**Question**

I have computed the vibrations of wurtzite ZnO at the zone centre (Γ) with LDA. Every atom has four nearly identical bonds, so I thought the optical frequencies would lie close together. Instead they run from 89 to 562 cm⁻¹. Why is the spread so large, and is the highest one the longitudinal optical (LO) phonon that scatters electrons in a ZnO transistor channel? And do the negative frequencies mean that the crystal is unstable?

Harmonic phonon frequencies of wurtzite ZnO (4-atom cell, geometry as given), computed with VASP 6.6.1 using LDA, the recommended PAW LDA potentials and finite displacements of 0.015 Å. The plane-wave cutoff is 600 eV, the k mesh 9×9×6 and the Gaussian smearing 0.01 eV. Phonon q row 1 is Γ (0, 0, 0), and negative values denote imaginary frequencies.

```
row  phonon q row (row)  phonon frequency (cm⁻¹)
  1                   1                     -0.1
  2                   1                     -0.1
  3                   1                     -0.1
  4                   1                     88.6
  5                   1                     88.6
  6                   1                    264.5
  7                   1                    401.7
  8                   1                    420.1
  9                   1                    420.1
 10                   1                    453.1
 11                   1                    453.1
 12                   1                    561.5
```

**Answer**

The negative values are harmless. Rows 1 to 3 are the crystal moving as a whole, which costs no energy, and −0.1 cm⁻¹ is numerical residue around zero. They are no sign of instability, although a calculation at Γ alone cannot test other wave vectors. The other nine rows are true vibrations, and their spread has three sources: how a motion strains the bonds, which atom does most of the moving, and whether electric charge piles up. The bonds themselves need not differ.

Look at the crystal from the side, with the c axis upright. Each Zn plane is tied to one O plane by three inclined bonds per atom, which makes a bilayer, and to the next bilayer by one upright bond. The cell holds two equivalent bilayers. At Γ each plane moves rigidly, either along c (the single frequencies) or across it (the equal pairs), so each direction behaves like the textbook diatomic chain with two alternating springs. The analogy is limited by its springs, which join neighbouring planes only.

Let K₁ be the spring between bilayers and K₂ the one within a bilayer, with M the mass of Zn, m that of O and ω the angular frequency. If both bilayers do the same thing, Zn moves against O and both springs resist:

ω² = (K₁ + K₂)(1/M + 1/m)

If the second bilayer does the opposite of the first, there are two modes, a low and a high one, which obey

ω²(low) + ω²(high) = (K₁ + K₂)(1/M + 1/m)

ω²(low) · ω²(high) = 4K₁K₂/(Mm)

Two limits show what these equations mean. With equal springs, the pulls on each plane from its two neighbours cancel, so Zn and O vibrate separately and the frequency ratio, low to high, is √(m/M) = 0.49. This is the largest ratio the chain allows. If K₁ vanishes, the low mode drops to zero, because nothing then ties one bilayer to the next.

The frequencies come close to both limits. Among the single frequencies, only rows 6 and 12 form a pair below the mass limit, and their ratio of 0.47 almost reaches it. Motion along c stretches bonds in both springs. In the chain the weaker spring still has about 0.6 of the strength of the stronger, so the masses set most of the gap: row 6 is mainly Zn moving, row 12 mainly O. These atomic shares follow from the chain.

Across c the ratio of row 4 to row 10 is only 0.20. When bilayers slide sideways, the upright bond tilts but hardly stretches, and bending a bond costs far less than stretching it. In the chain this makes one spring more than ten times weaker than the other. That is why rows 4 and 5 lie so low, although the bonds themselves are strong.

The elastic constants of the same calculation test this picture, since they played no part in finding the springs. Placed in series, the springs give a shear stiffness C₄₄ of 27 GPa, where the direct calculation has 36. For stretching along c they give a C₃₃ of 201 GPa against 241. The chain is too soft in both cases, a sign of forces that reach beyond neighbouring planes, but it does capture the large contrast between shearing and stretching.

The highest frequency needs one more ingredient. By the sum equation, rows 6 and 12 should predict the mode in which both bilayers move alike along c, which is row 7:

√(264.5² + 561.5²) = 621 cm⁻¹

Row 7 lies at 402 cm⁻¹, so the prediction is about 55% too high. The same sum across c, from rows 4 and 10, gives 462 cm⁻¹ for row 8, only 10% above the computed 420. Something stiffens the opposed motion along c that is absent from row 7.

Electrostatics supplies a natural cause. Zn and O carry opposite charges, so each vibrating bilayer has an oscillating dipole. When neighbouring dipoles point in opposite directions along c, charge builds up between the bilayers, and its electric field pushes the atoms back. Dipoles lying across c build up no such charge, which would explain why the sum works better there.

In row 7 all dipoles point the same way. The field would then be uniform through the crystal, and a periodic calculation at exactly Γ leaves a uniform field out. Row 7 is therefore the transverse optical (TO) mode, without the field. The chain's 621 cm⁻¹ is instead an estimate of its LO partner, in which the field acts.

A rough check of size supports this. This run did not compute the effective ionic charge or the electronic dielectric constant. With assumed values of about 2.1 and 4, the field raises row 7 to about 590 cm⁻¹, which is most of the excess. LDA tends to overestimate the dielectric constant, so the field that belongs to this calculation may be weaker. Stronger forces between more distant planes along c could supply part of it too, and the frequencies alone do not separate the two causes.

So row 12 is not the LO phonon, even though it lies in the same range. The dipoles of its two bilayers cancel, so it has no long-range field with which to scatter electrons, and it stays silent in first-order infrared and Raman spectra. For a model of electron mobility in a ZnO channel, take the LO frequency from a measurement, or from a calculation that adds the uniform field to the TO modes.

Rows 7 to 9 lie close together for a simple reason. With the uniform field left out, the resistance comes mainly from each atom's close surroundings, and four equal tetrahedral bonds resist a shift of Zn against O equally in every direction. Wurtzite is not exactly isotropic, which permits the remaining difference of 18 cm⁻¹.

The chain is least reliable for rows 8 to 11. It would put the high opposed mode slightly below the mode in which both bilayers move alike, so by itself it would swap these two pairs. I have assigned them by the established order for ZnO, with the opposed mode on top. The weak sliding spring follows with either assignment.

For a related layered or tetrahedral crystal, ask three things of each vibration: does it stretch bonds or only bend them, which atom does most of the moving, and do the dipoles pile up charge along their own direction? The output below applies the chain to rows 4, 6, 10 and 12 and compares it with rows 7 and 8 and with the elastic constants.

The analysis program printed:

```
Highest over lowest optical frequency: 6.337
Upper bound of antiphase frequency ratio, sqrt(mO/mZn): 0.4946
Frequency ratios of possible antiphase pairs:
  row  rows 6:12 6:7 7:12 4:10 4:8 8:10 then unused zeros
    1                                              0.4711
    2                                              0.6585
    3                                              0.7154
    4                                              0.1955
    5                                              0.2109
    6                                              0.9272
    7                                                   0
    8                                                   0
    9                                                   0
   10                                                   0
   11                                                   0
   12                                                   0
Along c, root of summed squares of rows 6 and 12 (1/cm): 620.7
Along c, that root over A1(TO) of row 7: 1.545
Across c, root of summed squares of rows 4 and 10 (1/cm): 461.7
Across c, that root over E1(TO) of row 8: 1.099
E1(TO) less A1(TO) (1/cm): 18.4
E2(high) less E1(TO) (1/cm): 33
Rough field term over excess of squares along c: 0.8318
Rough A1(LO) from A1(TO) plus field term (1/cm): 589.6
C33 from chain springs in series (GPa): 201.1
C33 from chain over computed C33: 0.8346
C44 from chain springs in series (GPa): 26.55
C44 from chain over computed C44: 0.7292
Computed C33 over computed C44: 6.616
Weak over strong spring along c: 0.6094
Weak over strong spring across c: 0.06351
Zn share of kinetic energy in row 6, chain: 0.9765
Zn share of kinetic energy in row 4, chain: 0.8276
```
